## How the pull of stretched aluminium changes with volume

Squeeze a block of aluminium and it pushes back; stretch it equally in all directions and it pulls inward. For very small changes of volume both responses follow one constant, the bulk modulus. The question here is what happens when the stretch reaches several percent. Does each further step of volume add the same pull, and if not, how strong is the pull one step beyond the last known value?

VASP 6.6.1, PBE with the recommended PAW potentials, without spin polarisation, for face-centred cubic Al in a one-atom cell at fixed volumes. The plane-wave cutoff is 700 eV, the k mesh 18 × 18 × 18 and the Gaussian smearing 0.1 eV wide. Pressure is positive in compression.

```csv
volume (Å³/atom),shortest distance (Å),pressure (GPa)
15.009,2.769,8.960
15.504,2.799,5.440
15.998,2.828,2.490
16.493,2.857,0.000
16.988,2.885,-2.130
17.483,2.913,-3.960
17.977,2.940,?
```

Each row is the same face-centred cubic crystal, scaled uniformly and treated with density-functional theory. The volume is given per atom, and the shortest distance between neighbours follows directly from it. A positive pressure means that the crystal pushes outward. A negative one means that it pulls inward, so that an outside tension is needed to hold it at that volume.

The pressure passes through zero at 16.493 Å³, which is the equilibrium volume of this calculation. The atoms are at rest, without zero-point or thermal motion. Vibrations would add an outward pressure, so a real crystal at the same volume would have a somewhat different pressure.

The volume steps are equal, but the pressure steps are not. The first step lowers the pressure by 3.52 GPa and the last known one by only 1.83 GPa, and each step between is smaller than the one before. The crystal softens throughout the known range, in compression as well as in tension. Nothing special happens where the pressure changes sign.

### Two large forces and a small remainder

Three electrons per atom move almost freely through aluminium. Confined to a smaller volume, they need shorter wavelengths and therefore more kinetic energy, so they press outward. The attraction between electrons and ions, helped by exchange between the electrons, pulls inward. The pressure in the table is what remains when pushes and pulls nearly cancel. These two are not the whole balance. For point-like ions in a uniform electron gas of this density the pull is expected to be about twice the kinetic push, and a second push, from the ion cores, has to make up the difference. The two-force picture is a first sketch, and it is tested below.

The size of the cancellation can be estimated. A free-electron gas with three electrons per atom has, at the equilibrium volume, a kinetic pressure of the order of 100 GPa. The pressures in the table are at most about 9 GPa. A small mismatch between the push and the pull is therefore enough to produce them.

The mismatch arises because the two fade at different rates. Kinetic energy varies as one over length squared, so its pressure falls as V^(−5/3), where V is the volume. Electrostatic energy varies as one over length, and its pressure falls as V^(−4/3). An expansion by 3% weakens the push by about 5% and the pull by about 4%. If the two are taken as equal at equilibrium, the difference is 1% of roughly 100 GPa, an inward pull of the order of 1 GPa. That is the right order for the first stretched row, though only about half its value.

The bands of the same calculations support the kinetic part of this picture. The occupied band, measured from its lowest energy to the Fermi energy, is 11.57 eV wide at 15.504 Å³ and 10.73 eV wide at 17.483 Å³. It narrows by 7.2%, where free electrons would give 7.7%. The width of the band thus follows a free gas closely. It says nothing about the sizes of the other contributions to the pressure.

The same picture also gives the direction of the softening. Stiffness measures how quickly the balance between push and pull is upset when the volume changes. As the crystal expands both forces fade, and a further step upsets the balance by less. The inward pull still grows, but by smaller and smaller amounts.

### How fast the stiffness falls

Let the push vary as V^(−m) and the pull as V^(−k), with m larger than k. If the two are equal at the equilibrium volume V₀, the pressure is

P = A [(V₀/V)^m − (V₀/V)^k].

The bulk modulus is the fall of pressure per relative increase of volume. At V₀ it is B₀ = A(m − k). Its increase per unit of pressure, written B′, is m + k. This second number sets the softening: near equilibrium, 1% more volume lowers the bulk modulus by about B′ percent.

Kinetic push against electrostatic pull alone gives B′ = 5/3 + 4/3 = 3. This law has one free constant, B₀, which was fitted by least squares to the six known pressures. The result softens too slowly. At 17.483 Å³ it overestimates the tension by 0.33 GPa, a large error beside a computed tension of 3.96 GPa. The electron gas gives the direction of the trend but not its rate. It falls short in size as well. With the free-electron kinetic pressure of 136.5 GPa as A, B₀ would be A/3, only about 46 GPa, while the fit asks for 80 GPa.

Part of what is missing is the exclusion of the outer electrons from the ion cores. In its simplest form this costs an energy proportional to the electron density, and its pressure falls as V^(−2), faster than the kinetic one. Even if it supplied the whole push, B′ would reach only 2 + 4/3, or about 3.3. Taken at the size needed to balance the full pull, this term is expected to be about as large as the kinetic push and to make the crystal too stiff rather than too soft. The rest probably comes from the way the electrons rearrange themselves around the ions as the spacing changes, which is expected to lower B₀ and to raise B′. The bands show that the coupling between electrons and lattice does change quickly with volume: the gap between the two lowest bands at the zone-boundary point L shrinks from 0.38 eV at 15.504 Å³ to 0.06 eV at 17.483 Å³. The calculation gives only the total pressure, so these shares can't be read from it.

### A curve that leaves the rate open

For a forecast, the rate can be taken from the known rows instead. The Birch–Murnaghan curve does this by describing the energy as a well. The position in the well is measured not by the volume but by a strain based on one over length squared:

f = ½ [(V₀/V)^(2/3) − 1].

Equal steps of volume give smaller and smaller steps of f as the crystal expands, so even a simple quadratic well softens. It has B′ = 4. A cubic term makes the well lopsided and leaves B′ free. The pressure is then

P = 3B₀ f (1 + 2f)^(5/2) [1 + (3/2)(B′ − 4) f].

With V₀ set to the volume of the zero-pressure row, a least-squares fit to the six known pressures gives B₀ = 77.0 GPa and B′ = 4.4. The typical miss on these rows is 0.014 GPa. The curve describes the shape of the energy well and does not reveal which force gives it that shape.

### The forecast at 17.977 Å³

The unknown row lies 9% above the equilibrium volume and was not used in the fit. Its volume ratio V₀/V is 16.493/17.977 = 0.9175, which gives f = −0.0279. The factor (1 + 2f)^(5/2) is 0.866, and the last bracket, with B′ = 4.42, is 0.982. The product is

P = 3 × 77.0 × (−0.0279) × 0.866 × 0.982 ≈ −5.5 GPa.

The forecast has a qualitative part as well. The pressure should be more negative than in any known row, but the step should be smaller than the last known one, and the tension should not yet have reached its maximum. Simply repeating the last known step would give −5.79 GPa, which ignores the softening.

The stated range is −5.6 to −5.4 GPa. It is a judgement, not a statistical confidence interval. Murnaghan's law, which lets the bulk modulus change in proportion to the pressure, describes the known rows at least as well and differs from the forecast by only 0.03 GPa. The range also leaves room for small ripples, a few hundredths of a GPa, that can come from the smeared occupation of electron states on a finite mesh.

The withheld rows as computed:

```csv
volume (Å³/atom),shortest distance (Å),pressure (GPa)
17.977,2.940,-5.530
```

### What the computed value shows

The computed pressure is −5.53 GPa, inside the range. The Birch–Murnaghan curve underestimates the tension by 0.04 GPa, less than 1% of its value. The qualitative forecasts hold too: the last step is 1.57 GPa, smaller than the one before, and the tension is still rising at the end of the table.

Murnaghan's law comes closer, with a miss of 0.01 GPa. It had also followed the six known rows slightly better, with a typical miss of 0.008 GPa, so the choice of Birch–Murnaghan was not the best one on that measure. The gap between the two curves is as small as the possible ripples. One more row can't decide which of them describes aluminium better.

The two simpler guesses fail in the same direction. Repeating the last step overestimates the tension by 0.26 GPa, and the electron-gas law overestimates it by 0.56 GPa. Both let the crystal keep too much of its stiffness. What makes the forecast work is the right rate of softening, more than the exact formula that carries it.

That rate can also be seen without any fitted curve. Dividing each fall of pressure by the relative change of volume gives a mean bulk modulus for each step. It is 82 GPa in the step just below the equilibrium volume and 72 GPa in the step just above it. A shift of about 3% in volume has lowered the stiffness by 12%, close to four times as much, as a B′ slightly above 4 requires.

### What this means for a stress estimate

The first and last rows lie equally far from equilibrium, 9% below and 9% above. Compression by that amount takes 8.96 GPa, whereas expansion takes a tension of only 5.53 GPa. A single constant modulus can't give both. With B₀ it predicts 77.0 × 0.09 ≈ 6.9 GPa either way, about a quarter too little in compression and a quarter too much in tension.

The relative error grows in proportion to the strain: to first order it is (B′ + 1)/2 times the relative change of volume. That makes about 24% at a change of 9%, but less than 3% at a change of 1%. For small elastic strains a constant bulk modulus is therefore adequate, and for larger ones B′ supplies the main correction. The same reasoning carries over to other solids in which a steep push balances a gentler pull: they are expected to soften when stretched and stiffen when squeezed. The sum m + k gives the rate only where two power laws describe the forces. For aluminium it fell short, and B′ had to be fitted.

The tensions in the table should not be read as the strength of a real piece of metal. The calculation repeats a perfect cell with one atom, in which no void can open and no crack can start. Real aluminium has defects where both begin, and it fails at a far lower tension than an ideal crystal can bear.
